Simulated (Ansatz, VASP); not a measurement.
# SiH2C (H-SiC-H chair bilayer, AA): VASP beside Ansatz

Wanted: the spread between two codes on one cell, functional and k mesh. Of the first pair: The structure shown is the start of the Ansatz relaxation below; VASP solves that cell, so the two are compared at the walk's first step.

Program: Ansatz 0.2.0. Level of theory: plane waves, with VASP 6.6.1 beside it; PBE with D3(BJ). Results are calculated unless marked as measured.

## Step 1: Starting point

The cell holds 8 atoms: 4 H, 2 C and 2 Si. Its edges and angles: a = 3.086 Å, b = 3.085 Å, c = 48.027 Å, α = 90.0°, β = 90.0°, γ = 120.0°. Vacuum lies along c.

## Step 2: Ansatz: relaxation, PBE with D3(BJ)

Ansatz runs on its default PAW (the set named soft_2) files.

The two programs are compared at the cell with which this relaxation starts, whose forces are those of its first step.

Contents of input.yaml:

```yaml
crystal:
  lattice:
    - [3.0855, 0.0, 0.0]
    - [-1.54275, 2.6721213834, 0.0]
    - [0.0, 0.0, 48.0266666687]
  atoms:
    - { symbol: H, position: [0.6666666667, 0.3333333333, 0.4112298723] }
    - { symbol: C, position: [0.6666666667, 0.3333333333, 0.4335091616] }
    - { symbol: Si, position: [0.3333333333, 0.6666666667, 0.4464880622] }
    - { symbol: H, position: [0.3333333333, 0.6666666667, 0.4760549694] }
    - { symbol: H, position: [0.6666666667, 0.3333333333, 0.5239450306] }
    - { symbol: C, position: [0.6666666667, 0.3333333333, 0.5462243198] }
    - { symbol: Si, position: [0.3333333333, 0.6666666667, 0.5592032204] }
    - { symbol: H, position: [0.3333333333, 0.6666666667, 0.5887701277] }
  periodic: [true, true, false]
kpoints:
  mp_grid: { grid: [12, 12, 1] }
hamiltonian:
  xc: pbe
  dispersion: d3bj
scf:
  occupations: { method: fermi_dirac, width: 0.05 }
  convergence: { dr2_threshold: 1.0e-09 }
relax:
  f_tol: 0.004
  max_steps: 90
  cell: {}
output:
  write_potential: true
  write_density: true
  volumetric_format: npy
```

The run is started by

```console
$ ansatz run input.yaml --threads 2 --pin off --max-ram 3072MiB --backend cpu --events-out ev --progress --plain --runs-dir out
```

Numbers of over 12 decimals in the logs are rounded to 6 here.

The log of the run:

```text
Warning: relax.cell: scf.convergence.dr2_threshold = 1e-9 eV is looser than the 2.33074849016e-10 eV advised for a relaxation that steers and ends on the stress (1e-10 eV for each atom of the cell: 8, times the square of relax.cell.stress_2d_tol = 0.05 N/m over 18.5 Å (the atoms' height at the walk's start and 5 Å past either face), 2.699e-2 GPa, over a crystal's default 0.05). What an SCF threshold leaves in a stress goes as its square root, and in the free energy as the threshold itself, and one threshold admits the most on a small cell: [figures from the program's tests cut] Set scf.convergence.dr2_threshold to 2.33074849016e-10 eV or tighter. [rest of the remark cut]
Engine: ansatz 0.2.0, aarch64-unknown-linux-gnu
Pseudopotentials: kind: paw
Pseudopotential: H, paw, valence charge 1, recommended cutoff 420 eV (normal), H.paw.azcp
Pseudopotential: C, paw, valence charge 4, recommended cutoff 420 eV (normal), C.paw.azcp
Pseudopotential: Si, paw, valence charge 4, recommended cutoff 420 eV (normal), Si.paw.azcp
Functional definition: PBE
  parameter kappa = 0.804
  parameter beta = 0.066725
  exchange = pbe_x(kappa = kappa, mu = beta*pi^2/3)
  correlation = pbe_c(beta = beta)
Crystal: 8 atoms, lattice volume = 395.972 Å³
Basis set: ecut = 420 eV, 7697 PW (Γ), exchange–correlation on 48×48×648 points (8 copies of the dense FFT grid, shifted against one another)
Bands: 18, of which v1, the nominal top of the filled ones, is band 10 counted from 1 (9 counted from 0)
Symmetry: 6 space group operations
Space group: P3m1 (ITA 156), of the structure as read, at distance tolerance 7.3e-5 Å
k-points: 19 of 144 (time reversal used)
Non-local potential: H, projectors of the file, l = 0: 2, l = 1: 1
Non-local potential: C, projectors of the file, l = 0: 2, l = 1: 2, l = 2: 1
Non-local potential: Si, projectors of the file, l = 0: 2, l = 1: 2, l = 2: 2
PAW form: soft (Blöchl's): semilocal exchange-correlation on the pseudo side does not see the compensation charge
PAW one-centre angular grid: H, 110 points (default); XC on 64 Gauss nodes
PAW one-centre angular grid: C, 110 points (default); XC on 64 Gauss nodes
PAW one-centre angular grid: Si, 110 points (default); XC on 64 Gauss nodes
Initial density: superposition of atomic densities (neutral atoms: chi_scale 0, normalization atom), corrected by the library's trained network
Initial wavefunctions: pseudopotential atomic-orbital guess
Functional: x = pbe(κ = 0.804, μ = 0.219515), c = pbe(β = 0.066725)
SCF iter   1: F=—  HF=-1838.615995 eV  |F-HF|=—  |Δ(HF+E_count)|=         —  Δρ=1.66e-3  dr2=3.04e-2  ethr=1.77e-3  ⟨swp⟩=13.0  Hψ=3460  notcnv=0  defer=13
preconditioner: auto → Resta (q_TF=auto, 1.659 Å⁻¹)  ε∞=1.5  [insulator: Δε(μ)=3.224 eV  Ē_g=11.838 eV  σ=0.050 eV  W_gap=1.00  n_scr=24 (ndim 8)  ℏωp=8.3 eV  f_vac=0.759  D(μ)=0.00/eV (n_scr^D=0)  ε∞_Penn≈1.5  vacuum switching on, ρ_ref=1.0e-2 e/Å³]
SCF iter   2: F=—  HF=-1838.609215 eV  |F-HF|=—  |Δ(HF+E_count)|=   6.78e-3  Δρ=6.71e-4  dr2=6.88e-3  ethr=1.52e-4  ⟨swp⟩=4.5  Hψ=840  notcnv=0  defer=55
SCF iter   3: F=—  HF=-1838.608348 eV  |F-HF|=—  |Δ(HF+E_count)|=   8.67e-4  Δρ=4.92e-4  dr2=3.73e-3  ethr=3.44e-5  ⟨swp⟩=5.2  Hψ=814  notcnv=0  defer=58
SCF iter   4: F=—  HF=-1838.607549 eV  |F-HF|=—  |Δ(HF+E_count)|=   7.98e-4  Δρ=1.40e-4  dr2=7.25e-5  ethr=1.87e-5  ⟨swp⟩=3.0  Hψ=678  notcnv=0  defer=42
SCF iter   5: F=—  HF=-1838.607555 eV  |F-HF|=—  |Δ(HF+E_count)|=   5.13e-6  Δρ=4.68e-5  dr2=8.63e-6  ethr=3.63e-7  ⟨swp⟩=3.1  Hψ=631  notcnv=0  defer=42
SCF iter   6: F=—  HF=-1838.607556 eV  |F-HF|=—  |Δ(HF+E_count)|=   1.78e-6  Δρ=1.47e-5  dr2=8.96e-7  ethr=4.31e-8  ⟨swp⟩=2.3  Hψ=499  notcnv=0  defer=42
SCF iter   7: F=—  HF=-1838.607604 eV  |F-HF|=—  |Δ(HF+E_count)|=   4.77e-5  Δρ=3.36e-6  dr2=4.98e-8  ethr=4.48e-9  ⟨swp⟩=3.0  Hψ=591  notcnv=0  defer=42
SCF iter   8: F=—  HF=-1838.607604 eV  |F-HF|=—  |Δ(HF+E_count)|=   2.54e-8  Δρ=1.21e-6  dr2=1.69e-8  ethr=2.49e-10  ⟨swp⟩=3.2  Hψ=591  notcnv=0  defer=42
SCF iter   9: F=-1838.607604 eV  HF=-1838.607604 eV  |F-HF|=1.61e-10  |Δ(HF+E_count)|=   1.58e-9  Δρ=3.98e-7  dr2=6.96e-10  ethr=5.00e-12  ⟨swp⟩=10.2  Hψ=2509  notcnv=0
SCF 1 converged in 9 iterations: F = -1838.607604 eV  dr2 = 6.96e-10
  greatest PAW one-centre occupation: 0.649 electrons in one spin orbital (limit 2), on the C atom at site 5 (counted from 0), in its partial waves of l = 0
[...]
SCF iter   5: F=—  HF=-1838.804772 eV  |F-HF|=—  |Δ(HF+E_count)|=   1.46e-5  Δρ=1.45e-5  dr2=6.72e-7  ethr=3.53e-8  ⟨swp⟩=3.4  Hψ=649  notcnv=0
SCF iter   6: F=—  HF=-1838.804816 eV  |F-HF|=—  |Δ(HF+E_count)|=   4.43e-5  Δρ=2.81e-6  dr2=3.79e-8  ethr=3.36e-9  ⟨swp⟩=2.6  Hψ=559  notcnv=0
SCF iter   7: F=—  HF=-1838.804816 eV  |F-HF|=—  |Δ(HF+E_count)|=   2.25e-8  Δρ=1.01e-6  dr2=9.20e-9  ethr=1.90e-10  ⟨swp⟩=3.1  Hψ=651  notcnv=0
SCF iter   8: F=-1838.804816 eV  HF=-1838.804816 eV  |F-HF|=6.18e-10  |Δ(HF+E_count)|=   1.68e-9  Δρ=3.53e-7  dr2=3.23e-10  ethr=5.00e-12  ⟨swp⟩=9.3  Hψ=2408  notcnv=0
SCF 4 converged in 8 iterations: F = -1838.804816 eV  dr2 = 3.23e-10
relax step   4: F+E_penalty+E_count = -1838.80481598 eV  Δ(F+E_penalty+E_count) = -4.123e-4 eV  max|allowed force component| = 1.403e-2 eV/Å  Δτ_max = 0.0150 Å  P = -0.141 N/m  Ω = 402.203 Å³  energy of the carried Pulay correction = -2.159e-3 eV  fix = [c, alpha, beta]  reactions: c -0.000 N/m  (8 SCF iters, accepted)
[...]
relax step   5: F+E_penalty+E_count = -1838.80492039 eV  Δ(F+E_penalty+E_count) = -1.044e-4 eV  max|allowed force component| = 2.630e-3 eV/Å  Δτ_max = 0.0035 Å  P = -0.050 N/m  Ω = 401.996 Å³  energy of the carried Pulay correction = -2.088e-3 eV  fix = [c, alpha, beta]  reactions: c -0.000 N/m  (7 SCF iters, accepted)
[...]
relax step   6: F+E_penalty+E_count = -1838.80712486 eV  Δ(F+E_penalty+E_count) = -2.204e-3 eV  max|allowed force component| = 1.978e-3 eV/Å  Δτ_max = 0.0000 Å  P = -0.019 N/m  Ω = 401.996 Å³  fix = [c, alpha, beta]  reactions: c -0.000 N/m  stress off target by 1.95e-2 N/m on what of the cell is left free  SCF on the basis re-selected at this cell (its energy is not comparable with the rows above)  (6 SCF iters)
basis re-selected at this cell: Δ(F+E_penalty+E_count) = -2.204e-3 eV, ΔP = +0.030 N/m vs the last step (what re-selecting the basis moved, of the pressure what is left beyond the Pulay correction that the steps carried, after the strain that the cell walked since its last selection, with what the two solves' SCF thresholds leave and, on support functions, any second-order correction that the steps lacked; it is no m [...]
SCF converged after 6 iterations
an eigenvalue changed by more than its tolerance at an iteration that met the thresholds in force, so the SCF went on 1 time: the last check found none over its tolerance
Free energy (F): -1838.807125 eV
Harris-Foulkes:  -1838.807125 eV  (|F-HF|=1.31e-10)
Internal energy: -1838.807125 eV  (E = F + TS)
E sigma→0 (E₀):  -1838.807125 eV
Fermi energy:    -3.473420 eV
--- Per-component energies (eV) ---
  E_band       = -212.124083
  E_kinetic    = 322.669376
  E_local      = -39617.940644  (includes V_loc(G=0)·N_el)
  E_nonlocal   = 111.232035
  E_hartree    = 19627.808866
  E_xc         = -245.074147
  E_vxc        = -262.340874  (∫ρ·V_xc dr)
  E_paw        = -1226.589035  (= ΣΔE_a)
  E_vpaw       = -21.356624  (= ΣTr[D̂ρ^β])
  E_aug_tail   = -0.005172  (compensation charges beyond the density's cutoff)
  E_ewald      = 19189.914832
  E_disp       = -0.823235  (pairwise vdW)
  E_smearing   = -0.000000  (= −TS)
  E_closure    = 0.000000  (closes the sum)
  Σ components = -1838.807125   (vs F -1838.807125, Δ=0.00e0)
--- Forces (eV/Å), atoms counted from 1 ---
  atom   1  H     -0.00000000    -0.00000000    -0.00089862
  atom   2  C      0.00000000     0.00000000     0.00197166
  atom   3  Si    -0.00000000    -0.00000000    -0.00038897
  atom   4  H      0.00000000     0.00000000    -0.00084003
  atom   5  H     -0.00000000    -0.00000000    -0.00084133
  atom   6  C     -0.00000000     0.00000000     0.00197937
  atom   7  Si     0.00000000    -0.00000000    -0.00037969
  atom   8  H      0.00000000     0.00000000    -0.00059407
  max |Σ_I F_I| component: 8.33e-6 eV/Å
--- 2D stress c σ (N/m, compression-positive) ---
       -0.019475       0.000000      -0.000000
        0.000000      -0.019475       0.000000
       -0.000000       0.000000      -0.000000
  P = ½ c Tr σ = -0.0195 N/m
--- Band table (eV; the first three rows and the last of 19) ---
  k-point 0: bands = [... 6 lower, -6.2017, -6.2017, -4.5297, -4.5297, -2.4387 (-2.4387°), -1.5675, -1.0286, -0.3794, ... 4 higher]
  k-point 1: bands = [... 6 lower, -6.6943, -6.3479, -5.0869, -4.6759, -2.3141 (-2.3141°), -1.4249, -0.8880, -0.0978, ... 4 higher]
  k-point 2: bands = [... 6 lower, -6.7217, -6.7073, -6.2796, -5.0354, -1.9606 (-1.9606°), -0.9994, -0.4804, -0.0770, ... 4 higher]
  k-point 18: bands = [... 6 lower, -9.0644, -8.4938, -8.4053, -6.6533, -1.0237, 0.7639, 0.7924, 0.9215, ... 4 higher]
  ° read free of the cell's end (the report's vacuum.weakly_bound_levels)
--- Relaxed structure (5 steps of the walk, 5 accepted, 1 SCFs on fresh bases) ---
  F+E_penalty+E_count = -1838.80712486 eV   max|allowed force component| = 1.978e-3 eV/Å   (the final SCF, on the basis selected at the relaxed cell)
  cell:  # Å, volume = 401.9960 Å³
    - [3.108883, 0, 0]
    - [-1.554441, 2.692371, 0]
    - [0, 0, 48.0266666687]
  atoms:
    - { symbol: H, position: [0.666667, 0.333333, 0.416803] }
    - { symbol: C, position: [0.666667, 0.333333, 0.439836] }
    - { symbol: Si, position: [0.333333, 0.666667, 0.451857] }
    - { symbol: H, position: [0.333333, 0.666667, 0.482959] }
    - { symbol: H, position: [0.666667, 0.333333, 0.517457] }
    - { symbol: C, position: [0.666667, 0.333333, 0.540463] }
    - { symbol: Si, position: [0.333333, 0.666667, 0.552453] }
    - { symbol: H, position: [0.333333, 0.666667, 0.583598] }
```

## Step 3: VASP: single point, PBE with D3(BJ), start cell, pair 1

The same cell, functional, mesh and smearing now go to VASP, with its own data sets.

Lines of VASP's logs that name or quote its potential files are left out, and so is its time.

Contents of INCAR:

```
SYSTEM = SiH2C
PREC = Accurate
ENCUT = 520
EDIFF = 1E-06
NELM = 120
ISMEAR = -1
SIGMA = 0.05
LREAL = .FALSE.
ALGO = Normal
GGA = PE
IVDW = 12
NBANDS = 18
LORBIT = 11
LWAVE = .FALSE.
LCHARG = .FALSE.
ISIF = 2
LDIPOL = .TRUE.
IDIPOL = 3
DIPOL = 0.5 0.5 0.498
LVHAR = .TRUE.
LASPH = .TRUE.
GGA_COMPAT = .FALSE.
EFERMI = MIDGAP
NELMDL = -8
KPAR = 2
```

Contents of POSCAR:

```
SiH2C
1.0
    3.0855000000      0.0000000000      0.0000000000
   -1.5427500000      2.6721210000      0.0000000000
    0.0000000000      0.0000000000     48.0266670000
H C Si
4 2 2
Direct
    0.6666666667      0.3333333333      0.4112298694
    0.3333333334      0.6666666666      0.4760549592
    0.6666666667      0.3333333333      0.5239450200
    0.3333333334      0.6666666666      0.5887701306
    0.6666666667      0.3333333333      0.4335091586
    0.6666666667      0.3333333333      0.5462243091
    0.3333333334      0.6666666666      0.4464880521
    0.3333333334      0.6666666666      0.5592032235
```

Contents of KPOINTS:

```
Automatic mesh
0
Gamma
12 12 1
0 0 0
```

Potentials, in the order of the species: H, C and Si (PBE family, release 64).

The run is started by

```console
$ mpirun -np 2 vasp_std
```

The log of the run:

```text
[banner, memory and clock lines left out]
running    2 mpi-ranks, on    1 nodes
 distrk:  each k-point on    1 cores,    2 groups
 distr:  one band on    1 cores,    1 groups

 POSCAR found type information on POSCAR H C Si
 POSCAR found :  3 types and       8 ions
 LDA part: xc-table for (Slater+PW92), standard interpolation
 POSCAR, INCAR and KPOINTS ok, starting setup
 FFT: planning ... GRIDC
 FFT: planning ... GRID_SOFT
 FFT: planning ... GRID
 WAVECAR not read
 entering main loop
       N       E                     dE             d eps       ncg     rms          rms(c)
DAV:   1     0.141026550058E+03    0.14103E+03   -0.64925E+03   716   0.763E+02
DAV:   2    -0.247210188986E+02   -0.16575E+03   -0.14592E+03  1010   0.157E+02
DAV:   3    -0.483836217162E+02   -0.23663E+02   -0.23513E+02   842   0.703E+01
DAV:   4    -0.493897723710E+02   -0.10062E+01   -0.10032E+01   950   0.183E+01
DAV:   5    -0.494220155595E+02   -0.32243E-01   -0.32189E-01  1008   0.299E+00
DAV:   6    -0.494234072178E+02   -0.13917E-02   -0.13911E-02   984   0.668E-01
DAV:   7    -0.494234736078E+02   -0.66390E-04   -0.66386E-04  1062   0.137E-01
DAV:   8    -0.494234766057E+02   -0.29979E-05   -0.29978E-05   972   0.276E-02    0.141E+01
DAV:   9    -0.443176897203E+02    0.51058E+01   -0.12091E+01   864   0.184E+01    0.676E+00
DAV:  10    -0.438406535876E+02    0.47704E+00   -0.21964E+00   966   0.794E+00    0.301E+00
DAV:  11    -0.437067564853E+02    0.13390E+00   -0.23548E-01   976   0.293E+00    0.806E-01
DAV:  12    -0.436852748089E+02    0.21482E-01   -0.42081E-02   972   0.126E+00    0.276E-01
DAV:  13    -0.436808878417E+02    0.43870E-02   -0.97263E-03  1024   0.551E-01    0.175E-01
DAV:  14    -0.436774019252E+02    0.34859E-02   -0.30320E-03   980   0.371E-01    0.648E-02
[...]
DAV:  21    -0.436781727975E+02   -0.10274E-03   -0.51317E-06   812   0.108E-02    0.321E-03
DAV:  22    -0.436782348837E+02   -0.62086E-04   -0.43625E-06   790   0.917E-03    0.179E-03
DAV:  23    -0.436782442349E+02   -0.93511E-05   -0.29267E-07   712   0.290E-03    0.100E-03
DAV:  24    -0.436782572870E+02   -0.13052E-04   -0.23742E-07   646   0.214E-03    0.358E-04
DAV:  25    -0.436782671028E+02   -0.98158E-05   -0.24447E-07   674   0.156E-03    0.309E-04
DAV:  26    -0.436782707136E+02   -0.36107E-05   -0.67198E-08   668   0.945E-04    0.227E-04
DAV:  27    -0.436782723409E+02   -0.16274E-05   -0.18774E-08   650   0.635E-04    0.117E-04
DAV:  28    -0.436782728479E+02   -0.50691E-06   -0.36274E-09   690   0.323E-04
   1 F= -.44465357E+02 E0= -.44465357E+02  d E =-.125235E-10
```

[end of part 1 of 2]

[Lines on the potential files, build, host, timing and source positions are cut from VASP's logs without a mark.]

[Logs are printed without paths, hosts, clocks, repeated set-up lines and the standing remarks that a program may print on its own settings, such as how far it seeks lower states.]

[Hosts, paths, dates, database ids (printed as entryN), source tags and the programs' standing remarks are cut or masked in the printed files.]
